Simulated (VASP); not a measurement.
Calculation: revTPSS meta-GGA, VASP's PBE PAW potentials (set 64) (plane waves; VASP). For the first row: Settings: 520 eV cut-off, 7×7×7 Γ-centred mesh, Gaussian smearing of 0.050 eV, potentials Te Pb_d.

```json
[
 {"system": "PbTe (rock salt)", "energy (eV/atom)": "27.8243"},
 {"system": "Te atom", "energy (eV/atom)": "18.7011"},
 {"system": "Pb atom", "energy (eV/atom)": "43.2718"}
]
```

Atoms are spin-polarised in a large box without symmetry, with the spin fixed by Hund's rule, and may not be in the lowest state of each functional; no zero-point energy is added.  Spin-orbit coupling is left out, which shifts such energies by up to tenths of an eV for the heavy elements here.

Task: What is the cohesive energy per atom of PbTe?

Result: The references average (1×(18.7011) + 1×(43.2718))/2 = 30.9864 eV, so the cohesive energy is 30.9864 − (27.8243) = 3.162 eV/atom. Measured: 2.410 eV/atom at 0 K (as given by CRC Handbook of Chemistry and Physics, Standard Thermodynamic Properties of Chemical Substances; atomisation enthalpy at 298 K (2.397) less the gas atoms' H298-H0 (0.064; 5/2 kT for Te), plus the solid's thermal (0.066) and zero-point (0.012) energy from a Debye model with theta = 125 K fitted to S(298) = 110 J/(mol K); atoms in their measured spin-orbit ground levels; the uncertainty is an estimate of this correction alone).
